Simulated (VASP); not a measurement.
VASP input:

### POSCAR
```
GdN
1
    0.0000000000     2.5398000000     2.5398000000
    2.5398000000     0.0000000000     2.5398000000
    2.5398000000     2.5398000000     0.0000000000
Gd N
1 1
Direct
  0.0000000000   0.0000000000   0.0000000000
  0.5000000000   0.5000000000   0.5000000000
```

**INCAR**
```
SYSTEM = GdN
PREC = Accurate
ENCUT = 520
EDIFF = 1E-6
NELM = 100
ALGO = Normal
LREAL = .FALSE.
LASPH = .TRUE.
ISMEAR = 0
SIGMA = 0.05
GGA = PE
LMAXMIX = 6
LWAVE = .FALSE.
LCHARG = .FALSE.
ISIF = 2
```

File KPOINTS:
```
Automatic mesh
0
Gamma
7 7 7
0 0 0
```

POTCAR, in this order: Gd_3 N (PBE.64 set). Program: vasp_gam.

What VASP printed:

**standard output**
```
 POSCAR found type information on POSCAR GdN
 POSCAR found :  2 types and       2 ions
 Reading from existing POTCAR
 Reading from existing POTCAR
 LDA part: xc-table for (Slater+PW92), standard interpolation

 -----------------------------------------------------------------------------
|                                                                             |
|     EEEEEEE  RRRRRR   RRRRRR   OOOOOOO  RRRRRR      ###     ###     ###     |
|     E        R     R  R     R  O     O  R     R     ###     ###     ###     |
|     E        R     R  R     R  O     O  R     R     ###     ###     ###     |
|     EEEEE    RRRRRR   RRRRRR   O     O  RRRRRR       #       #       #      |
|     E        R   R    R   R    O     O  R   R                               |
|     E        R    R   R    R   O     O  R    R      ###     ###     ###     |
|     EEEEEEE  R     R  R     R  OOOOOOO  R     R     ###     ###     ###     |
|                                                                             |
|     You are using the Gamma-point-only version with more than one           |
|     k-point or some other non-Gamma k-point.                                |
|                                                                             |
|       ---->  I REFUSE TO CONTINUE WITH THIS SICK JOB ... BYE!!! <----       |
|                                                                             |
 -----------------------------------------------------------------------------
```

Task: Read the log: what went wrong, and how is it fixed?

Result: The cause: the Γ-only program was given a k-mesh. VASP stops with an error: You are using the Gamma-point-only version with more than one k-point or some other non-Gamma k-point. ----> I REFUSE TO CONTINUE WITH THIS SICK JOB ... BYE!!! <---- To mend it, run vasp_std.

The mended run (PBE GGA, plane waves, VASP's PBE PAW potentials (set 64)) converges, and its OSZICAR ends with
```
   1 F= -.16111116E+02 E0= -.16111098E+02  d E =-.343626E-04
```

The compound is GdN in the rock salt structure. The cell was not relaxed at this level. The 4f electrons are frozen in the core of the lanthanide potential, so 4f levels, which can set the real gap, and their magnetism are missing.
